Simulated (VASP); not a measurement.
Input:

```yaml
crystal:
  lattice:
    - [4.31588, 0.00000, 0.00000]
    - [-2.15794, 3.73767, 0.00000]
    - [0.00000, 0.00000, 7.06842]
  atoms:
    - { symbol: Ti, position: [0.66667, 0.33333, 0.00000] }
    - { symbol: Ti, position: [0.33333, 0.66667, 0.50000] }
    - { symbol: Se, position: [0.66667, 0.33333, 0.62520] }
    - { symbol: Se, position: [0.33333, 0.66667, 0.12520] }
```

Level of theory: PBE GGA + U (Dudarev), VASP's PBE PAW potentials (set 64) (plane waves; VASP). Run with 400 eV cut-off, 6×6×3 Γ-centred mesh, Gaussian smearing of 0.050 eV, potentials Ti_sv Se, U − J: Ti 3.00 eV.

Task: Estimate the energy per atom (σ→0), pressure, largest force, band gap (on the k-mesh) with the smallest direct gap where there is one.

Result: 
| Item | Value |
|---|---|
| band gap (on the k-mesh) | none (metal, semimetal or under 0.01 eV) |
| energy per atom (σ→0) | -4.953 eV/atom |
| pressure | -7.58 GPa |
| largest force | 0.00791 Ry/bohr |

The absolute energy has meaning only against runs of the same code, potentials and settings.

The structure was generated: TiSe was put into the wurtzite type (P6_3mc), which need not be its known phase. The cell was not relaxed at this level. The run is one of a series of settings (LDAU = .TRUE., LDAUJ = 0 0, LDAUL = 2 -1, LDAUTYPE = 2, LDAUU = 3.0 0 against the base run), some of them coarse on purpose.
